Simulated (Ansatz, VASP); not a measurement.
**Two plane-wave programs on AlB2P3**

The input INCAR:

```
SYSTEM = AlB2P3
PREC = Accurate
ENCUT = 520
EDIFF = 1E-7
ISMEAR = 0
SIGMA = 0.1
LREAL = .False.
LASPH = .True.
NELM = 60
ALGO = Normal
ISIF = 2
LWAVE = .False.
LCHARG = .True.
GGA = PE
LELF = .True.
LVHAR = .True.
NBANDS = 21
```

File KPOINTS:

```
Automatic mesh
0
Gamma
  6 6 2
  0 0 0
```

Contents of POSCAR:

```
AlB2P3
1.0
    3.5026149900      0.0000000000      0.0000000000
   -1.7513075000      3.0333535600      0.0000000000
    0.0000000000      0.0000000000      8.5796194900
Al B P
1 2 3
Direct
    0.3333333300      0.6666666700      0.6666666700
    0.0000000000      0.0000000000      0.0000000000
    0.6666666700      0.3333333300      0.3333333300
    0.0000000000      0.0000000000      0.2500000000
    0.6666666700      0.3333333300      0.5833333300
    0.3333333300      0.6666666700      0.9166666700
```

Input for Ansatz:

```yaml
crystal:
  lattice:
    - [3.50261499, 0.0, 0.0]
    - [-1.7513075, 3.03335356, 0.0]
    - [0.0, 0.0, 8.57961949]
  atoms:
    - { symbol: Al, position: [0.33333333, 0.66666667, 0.66666667] }
    - { symbol: B, position: [0.0, 0.0, 0.0] }
    - { symbol: B, position: [0.66666667, 0.33333333, 0.33333333] }
    - { symbol: P, position: [0.0, 0.0, 0.25] }
    - { symbol: P, position: [0.66666667, 0.33333333, 0.58333333] }
    - { symbol: P, position: [0.33333333, 0.66666667, 0.91666667] }
basis:
  ecutwfc: 420
kpoints:
  mp_grid: { grid: [6, 6, 2] }
hamiltonian:
  xc: pbe
scf:
  occupations: { method: gaussian, width: 0.1 }
  lower_state_search: "off"
output:
  forces: true
  stress: true
  eigenvalues: true
```

Alike in both runs: task single point; functional PBE; k mesh 6 × 6 × 2; occupations gaussian, width 0.1 eV; no spin polarisation.

|  | VASP | Ansatz |
| --- | --- | --- |
| version | VASP 6.6.1 | Ansatz 0.2.0 |
| potentials or method | VASP PAW PBE potentials, release 64 (Al, B, P) | scalar-relativistic, plane waves, PAW |
| plane-wave cutoff (eV) | 520 | 420 |
| valence electrons in the cell | 24 | 24 |

Ansatz gave:

```
gap on the k mesh at the Fermi level (eV)       : 1.42
least direct gap on the mesh (eV)               : 2.44
pressure (GPa)                                  : 0.8
largest component of the traceless stress (GPa) : 0.16
rms of the force components (eV/Å)              : 1.428
```

**Question.** What did VASP give for the same quantities?

**Answer.** gap on the k mesh at the Fermi level (eV): 1.41; least direct gap on the mesh (eV): 2.44; pressure (GPa): 0.6; largest component of the traceless stress (GPa): 0.16; rms of the force components (eV/Å): 1.426.

Atom by atom the forces differ by 0.003 eV/Å (rms over components).

Caveats: forces of over 1 eV/Å show positions far from the minimum, so gaps and moduli don't describe the material at rest. A k mesh can miss the band edges. As with any semilocal functional, this PBE gap is likely too small.
